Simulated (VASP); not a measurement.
# NbP (space group I4_1md): computed properties

Method: PBEsol GGA, VASP's PBE PAW potentials (set 64) (plane waves; VASP).

```json
{
 "space_group": "I4_1md (109)",
 "cell": "a = 3.318 Å, b = 3.318 Å, c = 11.282 Å, α = 90.00°, β = 90.00°, γ = 90.00°",
 "volume_per_atom": "15.53 Å³/atom",
 "band gap (over mesh and band path)": "none (metal, semimetal or under 0.01 eV)",
 "density": "6.62 g/cm³"
}
```

```
CELL_PARAMETERS angstrom
     -1.65897     1.65897     5.64108
      1.65897    -1.65897     5.64108
      1.65897     1.65897    -5.64108
ATOMIC_POSITIONS crystal
  Nb 0.75016 0.75016 0.00000
  Nb 0.50016 0.00016 0.50000
  P  0.33247 0.33247 0.00000
  P  0.08247 0.58247 0.50000
```

The structure comes from a computed database's NbP entry (I4_1md); how it stands against other phases isn't given here. It was relaxed first. Symmetry was kept, so distortions that lower it aren't found.
